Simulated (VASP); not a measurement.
# Lattice of CdS (Hawleyite) across functionals and dispersion corrections, part 3 of 3

Which functional gives the lattice of CdS (Hawleyite) as experiment finds it, and is a dearer one worth its cost? LASPH is on for some levels and off for others; the table marks which. The start is a cell from a database of measured crystal structures.

VASP 6.6.1, plane waves and PAW; the level of theory is named at each step.

So far. Step 6 (Relaxation with r2SCAN + rVV10): It ends at 25.19 Å³/atom, +1.5 % from the start, with 0.00 GPa left. The conventional cell has a = 5.863 Å. Against plain r2SCAN, the dispersion term moves a by -0.4 %. Step 7 (Relaxation with AM05): It ends at 25.10 Å³/atom, +1.2 % from the start, with 0.03 GPa left. The conventional cell has a = 5.856 Å.

## (8) Relaxation with optB88-vdW

This step: optB88-vdW; plane waves and PAW (Cd, S) (VASP 6.6.1).

optB88-vdW pairs nonlocal correlation with a B88-type exchange refitted to the binding of molecular dimers.

The input, INCAR:

```
SYSTEM = CdS
PREC = Accurate
ENCUT = 520
EDIFF = 1E-06
NELM = 100
ISMEAR = -1
SIGMA = 0.05
LREAL = .FALSE.
ALGO = Normal
GGA = BO
AGGAC = 0
LUSE_VDW = .TRUE.
PARAM1 = 0.1833333333
PARAM2 = 0.22
LASPH = .TRUE.
NBANDS = 15
LORBIT = 11
LWAVE = .FALSE.
LCHARG = .FALSE.
KPAR = 2
IBRION = 2
NSW = 60
ISIF = 3
EDIFFG = -0.01
```

The input, POSCAR:

```
CdS
1.0
    0.0000000000      2.9165000000      2.9165000000
    2.9165000000      0.0000000000      2.9165000000
    2.9165000000      2.9165000000      0.0000000000
Cd S
1 1
Direct
    0.0000000000      0.0000000000      0.0000000000
    0.2500000000      0.2500000000      0.2500000000
```

The input, KPOINTS:

```
Automatic mesh
0
Gamma
8 8 8
0 0 0
```

Potentials, in the order of the species: Cd and S (PBE family, release 64).

Command:

```bash
$ mpirun -np 2 vasp_std
```

The log of the run:

```text
[banner, memory and clock lines left out]
running    2 mpi-ranks, on    1 nodes
[...]
[... a notice as in an earlier step ...]

 [... a notice as in an earlier step ...]

 LDA part: xc-table for (Slater+PW92), standard interpolation
 POSCAR, INCAR and KPOINTS ok, starting setup
[...]
entering main loop
       N       E                     dE             d eps       ncg     rms          rms(c)
DAV:   1     0.115297352375E+03    0.11530E+03   -0.91086E+03   886   0.109E+03
DAV:   2     0.264772465162E+01   -0.11265E+03   -0.10706E+03  1038   0.269E+02
DAV:   3    -0.185910313891E+01   -0.45068E+01   -0.44964E+01  1087   0.554E+01
DAV:   4    -0.188810064791E+01   -0.28998E-01   -0.28994E-01  1073   0.446E+00
[...]
DAV:  11    -0.131367144202E+01   -0.30587E-04   -0.50564E-05   996   0.777E-02    0.139E-02
DAV:  12    -0.131366640620E+01    0.50358E-05   -0.16207E-05  1112   0.516E-02    0.759E-03
DAV:  13    -0.131366653214E+01   -0.12595E-06   -0.16024E-06   950   0.877E-03
[...]
DAV:   8    -0.132851506984E+01    0.14459E-05   -0.48756E-06   961   0.306E-02    0.418E-03
DAV:   9    -0.132851520165E+01   -0.13181E-06   -0.90843E-08   519   0.351E-03
   2 F= -.13285152E+01 E0= -.13285145E+01  d E =-.148487E-01
 trial-energy change:   -0.014849  1 .order   -0.015818   -0.048634    0.016999
 step:   0.7233(harm=  0.7410)  dis= 0.00000  next Energy=    -1.330888 (dE=-0.172E-01)
[...]
N       E                     dE             d eps       ncg     rms          rms(c)
DAV:   1    -0.137562202912E+01   -0.47107E-01   -0.84634E-01   905   0.111E+01    0.157E+00
DAV:   2    -0.133503080241E+01    0.40591E-01   -0.93155E-02   982   0.451E+00    0.535E-01
DAV:   3    -0.133120490858E+01    0.38259E-02   -0.10038E-02  1108   0.108E+00    0.447E-01
DAV:   4    -0.133086606562E+01    0.33884E-03   -0.55480E-04   933   0.242E-01    0.104E-01
DAV:   5    -0.133083937176E+01    0.26694E-04   -0.71154E-05  1136   0.128E-01    0.323E-02
DAV:   6    -0.133084292788E+01   -0.35561E-05   -0.15251E-05   926   0.444E-02    0.135E-02
DAV:   7    -0.133084244168E+01    0.48620E-06   -0.72095E-07   519   0.673E-03
   3 F= -.13308424E+01 E0= -.13308420E+01  d E =-.171759E-01
[...]
reached required accuracy - stopping structural energy minimisation
```

Wall time 85 s (2 MPI ranks of Intel Xeon 6975P-C (Granite Rapids), shared host); peak memory 0.77 GiB; 2.8 min of CPU time.

OUTCAR, selected parts (step 8):

```text
  Total        0.0064802      0.0064802      0.0064802      0.0000000      0.0000000      0.0000000
  in kB        0.2005302      0.2005302      0.2005302      0.0000000      0.0000000      0.0000000
  external PRESSURE =       0.2005302 kB  Pullay stress =       0.0000000 kB

 POSITION                                       TOTAL-FORCE (eV/Angst)
 -----------------------------------------------------------------------------------
      0.00000      0.00000      0.00000        -0.000000     -0.000000     -0.000000
      1.47911      1.47911      1.47911         0.000000      0.000000      0.000000
 -----------------------------------------------------------------------------------
    total drift:                                0.000000      0.000000      0.000000

  FREE ENERGIE OF THE ION-ELECTRON SYSTEM (eV)
  ---------------------------------------------------
  free  energy   TOTEN  =        -1.3308424417 eV

  energy  without entropy=       -1.3308415140  energy(sigma->0) =       -1.33084198

[... 2 parts as in an earlier step ...]

[... 2 further parts left out ...]
[key lines of the parts left out:]
E-fermi :   1.3030
```

It ends at 25.89 Å³/atom, +4.4 % from the start, with 0.02 GPa left. The conventional cell has a = 5.916 Å.

## (9) Relaxation with BLYP + D3(BJ)

This step: BLYP with D3(BJ); plane waves and PAW (Cd, S) (VASP 6.6.1).

BLYP comes from molecular chemistry and underbinds dense solids.

Edit INCAR of step 8 so:

```diff
@@ -9,8 +9,12 @@
 ALGO = Normal
-GGA = BO
-AGGAC = 0
-LUSE_VDW = .TRUE.
-PARAM1 = 0.1833333333
-PARAM2 = 0.22
-LASPH = .TRUE.
+GGA = B5
+ALDAX = 1
+AGGAX = 1
+AGGAC = 1
+ALDAC = 0
+IVDW = 12
+VDW_S6 = 1
+VDW_S8 = 2.6996
+VDW_A1 = 0.4298
+VDW_A2 = 4.2359
 NBANDS = 15
```

POSCAR is that of step 8.

KPOINTS is that of step 8.

Command:

```bash
$ mpirun -np 2 vasp_std
```

The log of the run:

```text
[banner, memory and clock lines left out]
running    2 mpi-ranks, on    1 nodes
[...]
[... a notice as in an earlier step ...]

 LDA part: xc-table for (Slater(with rela. corr.)+VWN5), standard interpolation
 POSCAR, INCAR and KPOINTS ok, starting setup
[...]
entering main loop
       N       E                     dE             d eps       ncg     rms          rms(c)
DAV:   1     0.112490682730E+03    0.11249E+03   -0.91086E+03   886   0.109E+03
DAV:   2    -0.113185673328E+01   -0.11362E+03   -0.10802E+03  1031   0.270E+02
DAV:   3    -0.575837117934E+01   -0.46265E+01   -0.46146E+01  1094   0.561E+01
DAV:   4    -0.578878018543E+01   -0.30409E-01   -0.30405E-01  1059   0.457E+00
[...]
DAV:  11    -0.511037435301E+01   -0.30601E-04   -0.50716E-05   996   0.828E-02    0.172E-02
DAV:  12    -0.511036902144E+01    0.53316E-05   -0.18334E-05  1073   0.540E-02    0.710E-03
DAV:  13    -0.511036908310E+01   -0.61666E-07   -0.16021E-06   980   0.912E-03
   1 F= -.64547694E+01 E0= -.64547693E+01  d E =-.645477E+01
[...]
DAV:   7    -0.516578623978E+01   -0.17516E-05   -0.37685E-06   996   0.167E-02    0.106E-02
DAV:   8    -0.516578612734E+01    0.11244E-06   -0.66792E-07   505   0.106E-02
   2 F= -.64595306E+01 E0= -.64595304E+01  d E =-.476120E-02
 trial-energy change:   -0.004761  1 .order   -0.004882   -0.015096    0.005331
 step:   0.7320(harm=  0.7390)  dis= 0.00000  next Energy=    -6.460247 (dE=-0.548E-02)
[...]
N       E                     dE             d eps       ncg     rms          rms(c)
DAV:   1    -0.516629324208E+01   -0.50700E-03   -0.24930E-01   912   0.613E+00    0.846E-01
DAV:   2    -0.515437475745E+01    0.11918E-01   -0.27194E-02   975   0.246E+00    0.296E-01
DAV:   3    -0.515323141283E+01    0.11433E-02   -0.29931E-03  1094   0.601E-01    0.240E-01
DAV:   4    -0.515313858220E+01    0.92831E-04   -0.16693E-04   968   0.135E-01    0.578E-02
DAV:   5    -0.515313217085E+01    0.64113E-05   -0.22454E-05  1122   0.734E-02    0.170E-02
DAV:   6    -0.515313346225E+01   -0.12914E-05   -0.45950E-06   933   0.251E-02    0.746E-03
DAV:   7    -0.515313317665E+01    0.28560E-06   -0.23139E-07   533   0.387E-03
   3 F= -.64602329E+01 E0= -.64602328E+01  d E =-.546351E-02
[...]
reached required accuracy - stopping structural energy minimisation
```

The job ended after 21 s (2 MPI ranks; peak memory 0.39 GiB; 40 s of CPU time).

Parts of OUTCAR (step 9):

```text
 Edisp (eV)   -1.29374

 Edisp (eV)   -1.30710

  Total       0.00181     0.00181     0.00181    -0.00000     0.00000     0.00000
  in kB       0.05700     0.05700     0.05700    -0.00000     0.00000     0.00000
  external pressure =        0.06 kB  Pullay stress =        0.00 kB

 POSITION                                       TOTAL-FORCE (eV/Angst)
 -----------------------------------------------------------------------------------
      0.00000      0.00000      0.00000         0.000000      0.000000      0.000000
      1.47001      1.47001      1.47001        -0.000000     -0.000000     -0.000000
 -----------------------------------------------------------------------------------
    total drift:                                0.000000      0.000000      0.000000

  FREE ENERGIE OF THE ION-ELECTRON SYSTEM (eV)
  ---------------------------------------------------
  free  energy   TOTEN  =        -6.4602329009 eV

  energy  without entropy=       -6.4602326400  energy(sigma->0) =       -6.46023277

[... 2 parts as in an earlier step ...]

[... 2 further parts left out ...]
[key lines of the parts left out:]
E-fermi :   2.0612
```

It ends at 25.41 Å³/atom, +2.4 % from the start, with 0.01 GPa left. The conventional cell has a = 5.880 Å.

## (10) The cells as a table

This step: relaxed cells at several levels; plane waves and PAW (VASP 6.6.1).

This step runs nothing: it gathers the runs above.

Lengths are those of the conventional cell; cost is the wall time of each run, as given at its step, times its ranks, without the set-up around it; LASPH differs between rows, which moves results and costs too. Results by level, by row:

```tsv
level	volume (Å³/atom)	change from the start (%)	a (Å)	cost (core minutes)	LASPH
LDA	24.09	-2.9	5.776	0.3	off
PBE	26.16	5.4	5.937	0.367	off
r2SCAN	25.51	2.8	5.888	1.37	on
PBE + D3(BJ)	25.21	1.6	5.864	0.36	off
r2SCAN + rVV10	25.19	1.5	5.863	3.3	on
AM05	25.1	1.2	5.856	0.44	off
optB88-vdW	25.89	4.4	5.916	2.83	on
BLYP + D3(BJ)	25.41	2.4	5.88	0.7	off
```

## (11) What came out

- volume, LDA: 24.09 Å³/atom
- volume, PBE: 26.16 Å³/atom
- volume, r2SCAN: 25.51 Å³/atom
- volume, PBE + D3(BJ): 25.21 Å³/atom
- volume, r2SCAN + rVV10: 25.19 Å³/atom
- volume, AM05: 25.10 Å³/atom
- volume, optB88-vdW: 25.89 Å³/atom
- volume, BLYP + D3(BJ): 25.41 Å³/atom

What this shows: For CdS (Hawleyite) the levels give volumes between 24.09 Å³/atom (LDA) and 26.16 Å³/atom (PBE), a spread of 8.6 %, while the cost of the finished runs spans a factor of 11. Against the volume of the start, a cell from experiment, AM05 comes nearest (+1.2 %) and PBE lies farthest (+5.4 %); thermal expansion is in that cell alone. Within 2 % of it: PBE + D3(BJ), r2SCAN + rVV10 and AM05. The costs hold the number of ionic steps as well as the price of the functional. Adding D3(BJ) to PBE changes the volume by -3.6 % (a by -1.2 %). Adding rVV10 to r2SCAN changes the volume by -1.3 % (a by -0.4 %). Within 0.02 Å all end in space group F-43m; the runs can't lower the symmetry of the start. LASPH is on for some levels and off for others, so differences between them are not the functional's alone. Each is a single relaxation on the plane waves of the start cell, so larger changes of volume carry a basis-set error that was not tested here. Zero-point and thermal expansion are not included.

[Lines on the potential files, build, host, timing and source positions are cut from VASP's logs without a mark.]

[Logs are printed without paths, hosts, clocks, repeated set-up lines and the standing remarks that a program may print on its own settings, such as how far it seeks lower states.]

[Hosts, paths, dates, database ids (printed as entryN), source tags and the programs' standing remarks are cut or masked in the printed files.]

[A measured line is paired with the nearest computed mode of its activity, which favours agreement.]
